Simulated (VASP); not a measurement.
Computed with PBEsol GGA, VASP's PBE PAW potentials (set 64) (plane waves; VASP 6.6.1).

A VASP calculation is set up with these files.

**KPOINTS**
```
Automatic mesh
0
Gamma
8 8 8
0 0 0
```

**POSCAR**
```
TeRh
1
    1.8042638432    -5.1610844043    -0.0000000000
    1.8042638432     5.1610844043     0.0000000000
    0.0000000000    -0.0000000000     3.9680742696
Te Rh
2 2
Direct
  0.6439228130   0.3560771870   0.2500000000
  0.3706090168   0.6293909832   0.7500000000
  0.9046605030   0.0953394970   0.2500000000
  0.0953394970   0.9046605030   0.7500000000
```

### INCAR
```
SYSTEM = TeRh
PREC = Accurate
ENCUT = 480
EDIFF = 1E-7
NELM = 100
ALGO = Normal
LREAL = .FALSE.
LASPH = .TRUE.
ISMEAR = 1
SIGMA = 0.1
GGA = PS
LMAXMIX = 4
LWAVE = .FALSE.
LCHARG = .FALSE.
ISIF = 2
```

POTCAR, in this order: Te Rh_pv (PBE.64 set). Program: vasp_std.

The run wrote:

File OUTCAR:
```
 ion  position               nearest neighbor table
   1  0.644  0.356  0.250-   3 2.69   4 2.73   4 2.73   4 2.73   4 2.73   3 3.06   3 3.06   2 3.45
                             2 3.45   2 3.56   2 3.56   2 3.56   2 3.56
   2  0.371  0.629  0.750-   3 2.70   3 2.70   3 2.70   3 2.70   4 2.84   4 2.94   4 2.94   1 3.45
                             1 3.45   1 3.56   1 3.56   1 3.56   1 3.56
   3  0.905  0.095  0.250-   1 2.69   2 2.70   2 2.70   2 2.70   2 2.70   4 2.79   4 2.79   1 3.06
                             1 3.06
   4  0.095  0.905  0.750-   1 2.73   1 2.73   1 2.73   1 2.73   3 2.79   3 2.79   2 2.84   2 2.94
                             2 2.94
  LATTYP: Found a base centered orthorhombic cell.
 ALAT       =     3.6085276864
 B/A-ratio  =     2.8604931722
 C/A-ratio  =     1.0996380282
 Subroutine PRICEL returns:
 Original cell was already a primitive cell.
 Subroutine GETGRP returns: Found  4 space group operations
The static configuration has the point symmetry C_1h.
 The point group associated with its full space group is C_2v.
The dynamic configuration has the point symmetry C_1h.
 Subroutine INISYM returns: Found  4 space group operations
 Subroutine IBZKPT returns following result:
 Found    105 irreducible k-points:

 Following reciprocal coordinates:
            Coordinates               Weight
  0.000000  0.000000  0.000000      1.000000
  0.125000 -0.000000  0.000000      4.000000
  0.250000 -0.000000  0.000000      4.000000
  0.375000 -0.000000  0.000000      4.000000
  0.500000 -0.000000  0.000000      2.000000
  0.125000  0.125000  0.000000      2.000000
  0.250000  0.125000  0.000000      4.000000
  0.375000  0.125000  0.000000      4.000000
  0.500000  0.125000  0.000000      4.000000
 -0.375000  0.125000  0.000000      4.000000
 -0.250000  0.125000  0.000000      4.000000
 -0.125000  0.125000  0.000000      2.000000
  0.250000  0.250000  0.000000      2.000000
  0.375000  0.250000  0.000000      4.000000
  0.500000  0.250000  0.000000      4.000000
 -0.375000  0.250000  0.000000      4.000000
 -0.250000  0.250000  0.000000      2.000000
  0.375000  0.375000  0.000000      2.000000
  0.500000  0.375000  0.000000      4.000000
 -0.375000  0.375000  0.000000      2.000000
  0.500000  0.500000  0.000000      1.000000
  0.000000  0.000000  0.125000      2.000000
  0.125000 -0.000000  0.125000      8.000000
  0.250000 -0.000000  0.125000      8.000000
  0.375000 -0.000000  0.125000      8.000000
  0.500000 -0.000000  0.125000      4.000000
  0.125000  0.125000  0.125000      4.000000
  0.250000  0.125000  0.125000      8.000000
  0.375000  0.125000  0.125000      8.000000
  0.500000  0.125000  0.125000      8.000000
 -0.375000  0.125000  0.125000      8.000000
 -0.250000  0.125000  0.125000      8.000000
 -0.125000  0.125000  0.125000      4.000000
  0.250000  0.250000  0.125000      4.000000
  0.375000  0.250000  0.125000      8.000000
  0.500000  0.250000  0.125000      8.000000
 -0.375000  0.250000  0.125000      8.000000
 -0.250000  0.250000  0.125000      4.000000
  0.375000  0.375000  0.125000      4.000000
  0.500000  0.375000  0.125000      8.000000
   k-points           NKPTS =    105   k-points in BZ     NKDIM =    105   number of bands    NBANDS=     25
   number of dos      NEDOS =    301   number of ions     NIONS =      4
   total plane-waves  NPLWV =  44800
   dimension x,y,z NGX =    40 NGY =   40 NGZ =   28
   dimension x,y,z NGXF=    80 NGYF=   80 NGZF=   56
   ions per type =               2   2
   PREC   = accura    normal or accurate (medium, high low for compatibility)
   ISTART =      0    job   : 0-new  1-cont  2-samecut
   ICHARG =      2    charge: 1-file 2-atom 10-const
   ISPIN  =      1    spin polarized calculation?
...
```

### OSZICAR
```
       N       E                     dE             d eps       ncg     rms          rms(c)
DAV:   1     0.361072979517E+03    0.36107E+03   -0.23263E+04  5874   0.157E+03
DAV:   2    -0.105611551387E+02   -0.37163E+03   -0.36710E+03  6113   0.424E+02
DAV:   3    -0.241368131833E+02   -0.13576E+02   -0.13329E+02  6302   0.794E+01
DAV:   4    -0.243932943187E+02   -0.25648E+00   -0.25512E+00  5827   0.103E+01
DAV:   5    -0.243978748236E+02   -0.45805E-02   -0.45792E-02  6248   0.145E+00    0.174E+01
DAV:   6    -0.241350512787E+02    0.26282E+00   -0.71487E-01  5593   0.718E+00    0.970E+00
DAV:   7    -0.241558268875E+02   -0.20776E-01   -0.10892E+00  5805   0.875E+00    0.370E+00
DAV:   8    -0.240714324284E+02    0.84394E-01   -0.13370E+00  5739   0.843E+00    0.245E+00
DAV:   9    -0.240437622358E+02    0.27670E-01   -0.17892E-01  5714   0.342E+00    0.134E+00
DAV:  10    -0.240425503591E+02    0.12119E-02   -0.66315E-03  5430   0.640E-01    0.410E-01
DAV:  11    -0.240420257079E+02    0.52465E-03   -0.19813E-03  5861   0.374E-01    0.182E-01
DAV:  12    -0.240420230564E+02    0.26515E-05   -0.84440E-05  6012   0.696E-02    0.323E-02
DAV:  13    -0.240420204111E+02    0.26453E-05   -0.62477E-06  5798   0.217E-02    0.989E-03
DAV:  14    -0.240420199632E+02    0.44792E-06   -0.47596E-07  5497   0.574E-03    0.449E-03
DAV:  15    -0.240420199977E+02   -0.34530E-07   -0.58898E-08  2787   0.242E-03
   1 F= -.24042020E+02 E0= -.24042123E+02  d E =0.307670E-03
```

File OUTCAR:
```
------------------------ aborting loop because EDIFF is reached ----------------------------------------
  FORCE on cell =-STRESS in cart. coord.  units (eV):
  Direction    XX          YY          ZZ          XY          YZ          ZX
  --------------------------------------------------------------------------------------
  Total        0.3822271     -0.1115550      0.9289249      0.0000000      0.0000000      0.0000000
  in kB        8.2866929     -2.4185155     20.1391155      0.0000000      0.0000000      0.0000000
  external PRESSURE =       8.6690976 kB  Pullay stress =       0.0000000 kB
  volume of cell :       73.90
      direct lattice vectors                 reciprocal lattice vectors
     1.804263843 -5.161084404  0.000000000     0.277121332 -0.096878865  0.000000000
     1.804263843  5.161084404  0.000000000     0.277121332  0.096878865  0.000000000
     0.000000000  0.000000000  3.968074270     0.000000000  0.000000000  0.252011412
 POSITION                                       TOTAL-FORCE (eV/Angst)
 -----------------------------------------------------------------------------------
      1.80426     -1.48560      0.99202         0.000000     -0.557589      0.000000
      1.80426      1.33560      2.97606         0.000000      0.864798      0.000000
      1.80426     -4.17697      0.99202         0.000000     -0.100141      0.000000
      1.80426      4.17697      2.97606         0.000000     -0.207069      0.000000
 -----------------------------------------------------------------------------------
    total drift:                                0.000000      0.000200      0.000000
  FREE ENERGIE OF THE ION-ELECTRON SYSTEM (eV)
  ---------------------------------------------------
  free  energy   TOTEN  =       -24.0420199977 eV

  energy  without entropy=      -24.0423276681  energy(sigma->0) =      -24.04212255
```
(Selected blocks of OUTCAR.)

**OUTCAR**
```
 val. band max:       11.1843757251   @ k =   0.5000   0.3750   0.1250

 cond. band min:      11.1893803087   @ k =   0.0000   0.0000   0.1250


 Fermi energy:        11.1853742936

 k-point     1 :       0.0000    0.0000    0.0000
  band No.  band energies     occupation
      1     -35.0454      2.00000
      2     -34.9597      2.00000
      3     -34.9206      2.00000
      4     -34.8782      2.00000
      5     -34.8350      2.00000
      6     -34.8342      2.00000
      7      -3.2354      2.00000
      8      -0.5382      2.00000
      9       4.6869      2.00000
     10       7.0554      2.00000
     11       7.6272      2.00000
     12       7.7320      2.00000
     13       7.8148      2.00000
     14       7.9136      2.00000
     15       8.3991      2.00000
     16       8.4050      2.00000
     17       9.2020      2.00000
     18       9.6023      2.00000
     19       9.8409      2.00000
     20      10.0092      2.00000
     21      10.9306      2.00187
     22      10.9479      2.00398
     23      11.8388     -0.00000
     24      12.3925     -0.00000
     25      14.2014      0.00000

 k-point     2 :       0.1250   -0.0000    0.0000
  band No.  band energies     occupation
      1     -35.0448      2.00000
      2     -34.9592      2.00000
      3     -34.9202      2.00000
      4     -34.8808      2.00000
      5     -34.8365      2.00000
      6     -34.8350      2.00000
      7      -3.0546      2.00000
      8      -0.4751      2.00000
      9       4.7333      2.00000
     10       6.7069      2.00000
     11       6.7978      2.00000
     12       7.3784      2.00000
     13       7.6274      2.00000
     14       8.3119      2.00000
     15       8.4432      2.00000
     16       8.5414      2.00000
     17       9.2940      2.00000
     18       9.7612      2.00000
     19       9.9829      2.00000
     20      10.0181      2.00000
     21      10.3463      2.00000
     22      10.9621      2.00703
     23      12.2567     -0.00000
...
```

Unless said otherwise, spin-orbit coupling is left out, though it shifts the bands of the heavy elements here.

The structure was generated: TeRh was put into the CrB type (Cmcm), which need not be its known phase. This cell was strained or had an atom moved on purpose.
